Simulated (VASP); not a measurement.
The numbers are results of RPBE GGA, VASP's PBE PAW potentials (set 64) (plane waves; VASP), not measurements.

VASP input:

KPOINTS:
```
Automatic mesh
0
Gamma
1 1 1
0 0 0
```

INCAR:
```
SYSTEM  =  B atom
PREC  =  Normal; ENCUT  =  520; LREAL  =  .FALSE.
LASPH  =  .TRUE.; ISYM  =  0
EDIFF  =  1E-6; NELM  =  200; ALGO  =  All
ISMEAR  =  0; SIGMA  =  0.01
GGA  =  RP
ISPIN  =  2; MAGMOM  =  1; NUPDOWN  =  1
LWAVE  =  .FALSE.; LCHARG  =  .FALSE.; LORBIT  =  10
```

POSCAR:
```
B atom
26.0
  0.4615384615   0.0000000000   0.0000000000
  0.0000000000   0.4807692308   0.0000000000
  0.0000000000   0.0000000000   0.5000000000
B
1
Cartesian
  0.0000000000   0.0000000000   0.0000000000
```

POTCAR, in this order: B (PBE.64 set). Program: vasp_gam. Read from the step before: WAVECAR.

What VASP printed:

File OSZICAR:
```
       N       E                     dE             d eps       ncg     rms           ort
SDA:   1    -0.358806240548E+00   -0.35881E+00    0.00000E+00     6   0.612E-02   0.000E+00
CGA:   2    -0.361351510749E+00   -0.25453E-02   -0.25537E-02     6   0.673E-03  -0.420E-04
SDA:   3    -0.361701295433E+00   -0.34978E-03   -0.39683E-03     6   0.825E-03  -0.560E-03
SDA:   4    -0.516453478796E+00   -0.15475E+00   -0.15513E+00     6   0.115E+00  -0.373E-02
CGA:   5    -0.556638648805E+00   -0.40185E-01   -0.39085E-01     6   0.276E-01  -0.356E-02
CGA:   6    -0.569091468465E+00   -0.12453E-01   -0.12453E-01     6   0.394E-02   0.179E-04
CGA:   7    -0.570550083588E+00   -0.14586E-02   -0.14586E-02     6   0.520E-03  -0.102E-05
CGA:   8    -0.570770867414E+00   -0.22078E-03   -0.22081E-03     6   0.654E-04   0.105E-05
CGA:   9    -0.570796615650E+00   -0.25748E-04   -0.25770E-04     6   0.761E-05   0.427E-06
CGA:  10    -0.570799970100E+00   -0.33545E-05   -0.33546E-05     6   0.128E-05   0.840E-07
CGA:  11    -0.570800661461E+00   -0.69136E-06   -0.68602E-06     6   0.468E-06   0.586E-07
   1 F= -.57080066E+00 E0= -.57080066E+00  d E =-.231171E-20  mag=     1.0000
```

File OUTCAR:
```
------------------------ aborting loop because EDIFF is reached ----------------------------------------
  FORCE on cell =-STRESS in cart. coord.  units (eV):
  Direction    XX          YY          ZZ          XY          YZ          ZX
  --------------------------------------------------------------------------------------
  Total       -0.0032956     -0.0022025     -0.0038567     -0.0001864     -0.0001304     -0.0024142
  in kB       -0.0027078     -0.0018097     -0.0031687     -0.0001532     -0.0001072     -0.0019836
  external PRESSURE =      -0.0025621 kB  Pullay stress =       0.0000000 kB
  volume of cell :     1950.00
      direct lattice vectors                 reciprocal lattice vectors
    12.000000000  0.000000000  0.000000000     0.083333333  0.000000000  0.000000000
     0.000000000 12.500000000  0.000000000     0.000000000  0.080000000  0.000000000
     0.000000000  0.000000000 13.000000000     0.000000000  0.000000000  0.076923077
 POSITION                                       TOTAL-FORCE (eV/Angst)
 -----------------------------------------------------------------------------------
      0.00000      0.00000      0.00000        -0.000000     -0.000000     -0.000000
 -----------------------------------------------------------------------------------
    total drift:                               -0.000000     -0.000000     -0.000000
  FREE ENERGIE OF THE ION-ELECTRON SYSTEM (eV)
  ---------------------------------------------------
  free  energy   TOTEN  =        -0.5708006615 eV

  energy  without entropy=       -0.5708006615  energy(sigma->0) =       -0.57080066

 total charge

# of ion       s       p       d       tot
------------------------------------------
    1        0.946   0.408   0.000   1.355

 magnetization (x)

# of ion       s       p       d       tot
------------------------------------------
    1        0.012   0.408   0.000   0.420
```
(Selected blocks of OUTCAR.)

The atom may not be in its lowest state.

The cell is a free atom in a box.
